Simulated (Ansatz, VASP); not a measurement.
TiBr in VASP and in Ansatz

INCAR

```
ALGO = Normal ; EDIFF = 1E-6
EDIFFG = -0.04 ; ENCUT = 600
GGA = PE ; IBRION = 2
ISIF = 3 ; ISMEAR = 0
LASPH = T ; LCHARG = F
LREAL = F ; LWAVE = F
NELM = 100 ; NSW = 90
PREC = Accurate ; SIGMA = 0.1
```

Contents of KPOINTS:

```
k-points
0
Gamma
  6 6 6
```

File POSCAR:

```
TiBr
1.0
    3.2791999465      0.0000000000      0.0000000000
    0.0000000000      3.2791999465      0.0000000000
    0.0000000000      0.0000000000      3.2791999465
Ti Br
1 1
Direct
    0.0000000000      0.0000000000      0.0000000000
    0.5000000000      0.5000000000      0.5000000000
```

Input for Ansatz:

```yaml
crystal:
  lattice:
    - [3.2791999465, 0.0, 0.0]
    - [0.0, 3.2791999465, 0.0]
    - [0.0, 0.0, 3.2791999465]
  atoms:
    - { symbol: Ti, position: [0.0, 0.0, 0.0] }
    - { symbol: Br, position: [0.5, 0.5, 0.5] }
basis:
  ecutwfc: 420
kpoints:
  mp_grid: { grid: [6, 6, 6] }
hamiltonian:
  xc: pbe
scf:
  occupations: { method: gaussian, width: 0.1 }
  lower_state_search: "off"
output:
  forces: true
  stress: true
  eigenvalues: true
relax:
  adjacent_minimum: "off"
  f_tol: 0.04
  max_steps: 70
  cell: { stress_tol: 0.4 }
```

Change from the starting cell: species swapped into the YbAg type (Pm-3m, No. 221).

Alike in both runs: task relaxation of cell and atoms; functional PBE; k mesh 6 × 6 × 6; occupations gaussian, width 0.1 eV; no spin polarisation.

```csv
,VASP,Ansatz
version,VASP 6.6.1,Ansatz 0.2.0
potentials or method,"VASP PAW PBE potentials, release 64 (Ti_sv, Br)","scalar-relativistic, plane waves, PAW"
plane-wave cutoff (eV),600,420
valence electrons in the cell,19,19
```

Ansatz gave:

* gap on the k mesh at the Fermi level, each at its own relaxed structure (eV): none
* relaxed volume (Å³/atom): 17.40
* relaxed cell length with the largest relative difference (Å): 3.265

Which values does VASP return?

gap on the k mesh at the Fermi level, each at its own relaxed structure (eV): none; relaxed volume (Å³/atom): 17.46; relaxed cell length with the largest relative difference (Å): 3.269.

A gap of «none» marks a metal or a gap that the smearing closes.

Caveats: an odd number of electrons without spin polarisation forces a metal; a magnetic or distorted state may lie lower; semilocal functionals often make such compounds metallic where correlation or magnetic order opens a gap, which also shifts bond lengths.
